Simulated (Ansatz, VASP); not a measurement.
## CoPtO2: VASP beside Ansatz

One calculation is typed for both programs; each brings its own data sets. How far apart do they land? The cell is taken from a series of runs on this material, whose earlier steps may have relaxed, scaled, displaced or heated it; both programs get it as it stands.

Calculated with Ansatz 0.2.0; plane waves, with VASP 6.6.1 beside it; zone-centre phonons at PBE.

**1. Starting point**

The structure is trigonal, space group R-3m (No. 166). Conventional cell: a = 2.853 Å, b = 2.853 Å, c = 17.917 Å, α = 90.00°, β = 90.00°, γ = 120.00°. Co has 6 O at 1.91 Å nearest. Nearest to Pt lie 2 O at 2.01 Å. O has 3 Co at 1.91 Å and 1 Pt at 2.01 Å nearest. Farther neighbours and most contacts between anions are not listed.

**2. Ansatz: zone-centre phonons, PBE**

Ansatz runs on its default PAW (the set named soft_2) files.

Second derivatives magnify differences that forces hide, and they need a tight electronic threshold.

input.yaml

```yaml
crystal:
  lattice:
    - [1.4266605111, 0.8236828302, 5.9721940425]
    - [-1.4266605111, 0.8236828302, 5.9721940425]
    - [0.0, -1.6473656603, 5.9721940425]
  atoms:
    - { symbol: Co, position: [0.5, 0.5, 0.5] }
    - { symbol: Pt, position: [0.0, 0.0, 0.0] }
    - { symbol: O, position: [0.8876309617, 0.8876309617, 0.8876309617] }
    - { symbol: O, position: [0.1123690383, 0.1123690383, 0.1123690383] }
kpoints:
  mp_grid: { grid: [6, 6, 6] }
hamiltonian:
  xc: pbe
scf:
  occupations: { method: methfessel_paxton, width: 0.2 }
output:
  eigenvalues: true
phonons:
  method: dfpt
  qmesh: [2, 2, 2]
  temperatures: { t_max: 1000, t_step: 50 }
  qpath:
    path:
      - [[0.0, 0.0, 0.0], [0.5, 0.5, 0.5], [0.82065212, 0.17934788, 0.5]]
      - [[0.5, -0.17934788, 0.17934788], [0.5, 0.0, 0.0], [0.0, 0.0, 0.0], [0.33967394, -0.33967394, 0.0]]
      - [[0.66032606, 0.0, 0.33967394], [0.5, 0.0, 0.5], [0.0, 0.0, 0.0]]
    npoints: 10
```

The run is started by

```sh
$ ansatz run input.yaml --threads 4 --pin off --max-ram 16384MiB --backend cpu --events-out ev --progress --plain --runs-dir out
```

Numbers of over 12 decimals in the logs are rounded to 6 here.

What it wrote:

```text
Engine: ansatz 0.2.0, aarch64-unknown-linux-gnu
Pseudopotentials: kind: paw
Pseudopotential: Co, paw, valence charge 17, recommended cutoff 420 eV (normal), Co.paw.azcp
Pseudopotential: Pt, paw, valence charge 18, recommended cutoff 420 eV (normal), Pt.paw.azcp
Pseudopotential: O, paw, valence charge 6, recommended cutoff 420 eV (normal), O.paw.azcp
Functional definition: PBE
  parameter kappa = 0.804
  parameter beta = 0.066725
  exchange = pbe_x(kappa = kappa, mu = beta*pi^2/3)
  correlation = pbe_c(beta = beta)
Crystal: 4 atoms, lattice volume = 42.108 Å³
Basis set: ecut = 420 eV, 835 PW (Γ), exchange–correlation on 90×90×90 points (8 copies of the dense FFT grid, shifted against one another)
Bands: 29, of which v1, the nominal top of the filled ones, is band 24 counted from 1 (23 counted from 0)
Symmetry: 12 space group operations
k-points: 32 of 216
Non-local potential: Co, projectors of the file, l = 0: 3, l = 1: 2, l = 2: 3, l = 3: 1
Non-local potential: Pt, projectors of the file, l = 0: 3, l = 1: 2, l = 2: 2, l = 3: 1
Non-local potential: O, projectors of the file, l = 0: 2, l = 1: 2, l = 2: 1
PAW form: soft (Blöchl's): semilocal exchange-correlation on the pseudo side does not see the compensation charge
PAW one-centre angular grid: Co, 590 points (default); XC on 64 Gauss nodes
PAW one-centre angular grid: Pt, 590 points (default); XC on 64 Gauss nodes
PAW one-centre angular grid: O, 110 points (default); XC on 64 Gauss nodes
Initial density: superposition of atomic densities (neutral atoms: chi_scale 0, normalization atom), corrected by the library's trained network
Initial wavefunctions: pseudopotential atomic-orbital guess
Functional: x = pbe(κ = 0.804, μ = 0.219515), c = pbe(β = 0.066725)
SCF iter   1: F=—  HF=-18782.531358 eV  |F-HF|=—  |Δ(HF+E_count)|=         —  Δρ=6.02e-3  dr2=6.13e-3  ethr=1.77e-3  ⟨swp⟩=5.4  Hψ=3565  notcnv=0
preconditioner: auto → none  [insulator: Δε(μ)=0.154 eV  Ē_g=10.571 eV  σ=0.200 eV  W_gap=0.59  n_scr=16 (ndim 8)  ℏωp=31.9 eV  f_vac=0.006  D(μ)=0.78/eV (n_scr^D=2)  ε∞_Penn≈10.1]
SCF iter   2: F=—  HF=-18782.530696 eV  |F-HF|=—  |Δ(HF+E_count)|=   6.62e-4  S|Δr|=    0.00e0  Δρ=2.15e-3  dr2=8.27e-4  ethr=1.30e-5  ⟨swp⟩=2.6  Hψ=2001  notcnv=0
SCF iter   3: F=—  HF=-18782.530745 eV  |F-HF|=—  |Δ(HF+E_count)|=   4.88e-5  S|Δr|=    0.00e0  Δρ=3.51e-4  dr2=1.92e-5  ethr=1.76e-6  ⟨swp⟩=2.4  Hψ=1534  notcnv=0
SCF iter   4: F=—  HF=-18782.530766 eV  |F-HF|=—  |Δ(HF+E_count)|=   2.07e-5  S|Δr|=    0.00e0  Δρ=1.02e-4  dr2=1.44e-6  ethr=4.08e-8  ⟨swp⟩=2.0  Hψ=1618  notcnv=0
SCF iter   5: F=—  HF=-18782.530789 eV  |F-HF|=—  |Δ(HF+E_count)|=   2.35e-5  S|Δr|=    0.00e0  Δρ=3.21e-5  dr2=2.73e-7  ethr=3.07e-9  ⟨swp⟩=2.0  Hψ=1591  notcnv=0
SCF iter   6: F=—  HF=-18782.530789 eV  |F-HF|=—  |Δ(HF+E_count)|=   6.01e-8  S|Δr|=    0.00e0  Δρ=7.88e-6  dr2=1.56e-8  ethr=5.80e-10  ⟨swp⟩=2.0  Hψ=1363  notcnv=0
SCF iter   7: F=—  HF=-18782.530789 eV  |F-HF|=—  |Δ(HF+E_count)|=  8.80e-10  S|Δr|=    0.00e0  Δρ=1.17e-6  dr2=5.16e-10  ethr=3.31e-11  ⟨swp⟩=2.0  Hψ=1321  notcnv=0
SCF iter   8: F=—  HF=-18782.530789 eV  |F-HF|=—  |Δ(HF+E_count)|=  7.28e-11  S|Δr|=    0.00e0  Δρ=3.08e-7  dr2=1.75e-11  ethr=1.10e-12  ⟨swp⟩=2.2  Hψ=1550  notcnv=0
SCF iter   9: F=-18782.530789 eV  HF=-18782.530789 eV  |F-HF|=3.64e-12  |Δ(HF+E_count)|=  1.46e-11  S|Δr|=    0.00e0  Δρ=4.65e-8  dr2=4.34e-13  ethr=1.00e-12  ⟨swp⟩=6.5  Hψ=3981  notcnv=0
SCF 1 converged in 9 iterations: F = -18782.530789 eV  dr2 = 4.34e-13
  greatest PAW one-centre occupation: 1.000 electrons in one spin orbital (limit 2), on the Co atom at site 0 (counted from 0), in its partial waves of l = 1
phonons: the bands overlap, so this run is a metal and interpolates without the dipole-dipole term. If the crystal is really an insulator or semiconductor, its LO-TO splitting is missing
NSCF: frozen V_eff on 32 k-points
NSCF: frozen V_eff on 68 k-points
DFPT response loops at q = (0, 0, 0) (fractional): preconditioner auto → Kerker (q_TF=auto, 2.779 Å⁻¹) (partly filled bands, converged f_vac=0.005); β = 1.00, the filter's whole step (`scf.mixing.beta` (0.50) is not read by the response loops under this deck's `scf.mixing.preconditioner`; to damp them name `kerker` or `kerker_dos`, under which they read `scf.mixing.beta`, and type it under 1.00, their step now; both keys bind the ground state too); Broyden in place of MSR1
NSCF: frozen V_eff on 136 k-points
DFPT response loops at q = (0, 0, -0.5) (fractional): mixed as the last ones told, above
NSCF: frozen V_eff on 224 k-points
DFPT response loops at q = (0, -0.5, -0.5) (fractional): mixed as the last ones told, above
NSCF: frozen V_eff on 136 k-points
DFPT response loops at q = (-0.5, -0.5, -0.5) (fractional): mixed as the last ones told, above
SCF converged after 9 iterations
Stability not checked: this state was not tested for a lower state beside it, because cold or Methfessel-Paxton smearing, or corrected tetrahedra, fill the levels in a way that the test cannot read (fill_not_monotonic; see scf.lower_state_search)
Free energy (F): -18782.530789 eV
Harris-Foulkes:  -18782.530789 eV  (|F-HF|=3.64e-12)
Internal energy: -18782.530351 eV  (E = F + TS)
E sigma→0 (E₀):  -18782.530680 eV
Entropy (-TS):   -0.000438 eV (-0.109 meV/atom)
Fermi energy:    16.035302 eV
Step filling:    the computed levels leave a gap of 0.0000 eV = 0.0 smearing widths at the electron count; against every level under it full and every level over it empty, smearing changes F+E_penalty+E_count by -2.460 meV and its σ→0 estimate by -2.351 meV
--- Per-component energies (eV) ---
  E_band       = -497.044529
  E_kinetic    = 1435.916009
  E_local      = -5759.126337  (includes V_loc(G=0)·N_el)
  E_nonlocal   = 751.752129
  E_hartree    = 2305.286846
  E_xc         = -565.729842
  E_vxc        = -693.007910  (∫ρ·V_xc dr)
  E_paw        = -11282.791910  (= ΣΔE_a)
  E_vpaw       = -843.157114  (= ΣTr[D̂ρ^β])
  E_aug_tail   = 0.005012  (compensation charges beyond the density's cutoff)
  E_ewald      = -5667.842259
  E_smearing   = -0.000438  (= −TS)
  E_closure    = 0.000000  (closes the sum)
  Σ components = -18782.530789   (vs F -18782.530789, Δ=0.00e0)
--- Band table (eV; the first three rows and the last of 32) ---
  k-point 0: bands = [... 20 lower, 14.0906, 14.4147, 14.4147, 14.5068, 17.7858, 17.7858, 18.6215, 21.4718, ... 1 higher]
  k-point 1: bands = [... 20 lower, 14.1363, 14.3979, 14.6895, 14.8482, 17.2885, 17.5643, 18.9871, 22.8723, ... 1 higher]
  k-point 2: bands = [... 20 lower, 14.6481, 14.9666, 15.0701, 15.1175, 16.8877, 17.2860, 19.2015, 25.0836, ... 1 higher]
  k-point 31: bands = [... 20 lower, 14.1661, 15.1155, 15.2415, 15.2415, 17.3729, 17.3729, 19.8668, 20.4153, ... 1 higher]
--- Phonons (Γ-DFPT): 6 representative perturbations + reference (Σ response iterations 21) ---
  ASR residual: 3.911e-5 → 0.000e0 eV/Å²; symmetrization residual: 2.603e-6 eV/Å²
  ASR residual per site (eV/Å²): 1.68e-5 3.52e-5 3.91e-5 3.91e-5
  Γ frequencies (cm⁻¹): 0.00 0.00 0.00 158.57 158.57 280.07 480.39 480.39 644.97 644.97 668.85 673.11
--- Phonons (arbitrary-q DFPT): 4 irreducible q on the 2×2×2 mesh ---
  q = [0.0000, 0.0000, 0.0000] (star 1, of the zone-centre solve; hermiticity 1.91e-7, symmetrization 2.73e-11): -0.00 0.00 0.00 158.57 158.57 280.07 480.39 480.39 644.97 644.97 668.85 673.11
  q = [0.0000, 0.0000, -0.5000] (star 3, 9 solved perturbations on 68 of 216 k-point pairs; hermiticity 2.10e-7, symmetrization 1.56e-13): 116.04 163.75 169.23 274.14 299.87 413.16 509.75 531.92 556.95 574.98 616.71 672.42
  q = [0.0000, -0.5000, -0.5000] (star 3, 6 solved perturbations in 540 linear systems a pass and spin channel, the states on 112 of 216 k-point pairs; hermiticity 1.95e-7, symmetrization 4.18e-10): 112.23 154.27 169.30 281.04 313.08 415.34 469.98 526.43 575.75 615.02 623.53 675.52
  q = [-0.5000, -0.5000, -0.5000] (star 1, 6 solved perturbations in 300 linear systems a pass and spin channel, the states on 68 of 216 k-point pairs; hermiticity 4.24e-7, symmetrization 6.78e-10): 86.57 86.57 88.91 88.91 146.61 255.87 518.65 518.65 609.03 609.03 661.78 675.40
  sum rule: each row above includes the acoustic sum rule's correction from the zone centre's row sums; it moved no ω² by more than (0.82 cm⁻¹)²
  mesh force constants: q→R imaginary residual 2.88e-17; ASR residual 3.911e-5 → 0.000e0 eV/Å²; symmetrization residual 1.421e-14 eV/Å²
  interpolated dispersion: 73 rows × 12 modes
  density of states and harmonic sums: on the 26×26×26 q-mesh, interpolated from the force constants of a 2×2×2 supercell (no non-analytic term)
  largest difference from the sums on the solved wave vectors: F 5.75e-2 eV, S 8.98e-5 and C_V 3.23e-5 eV/K
  zero-point energy: 0.297203 eV/cell   skipped modes (ω ≤ 0): 3   left out of the sums: 1.42e-5 of the cell's modes: C_V's classical limit lies that fraction below 3 k_B per atom; for a crystal, a wire or a layer, F and S can be off by more, and a phonons.interpolated_qmesh denser along its periods is the remedy for the sampling
```

In the SCF lines HF is the Harris–Foulkes energy and dr2 the Hartree energy of the density residual, in eV; the loop may stop once dr2 is under the threshold and the program's other checks hold. Hψ counts applications of the Hamiltonian.

[end of part 1 of 3]

[Lines on the potential files, build, host, timing and source positions are cut from VASP's logs without a mark.]

[Logs are printed without paths, hosts, clocks, repeated set-up lines and the standing remarks that a program may print on its own settings, such as how far it seeks lower states.]

[Hosts, paths, dates, database ids (printed as entryN), source tags and the programs' standing remarks are cut or masked in the printed files.]
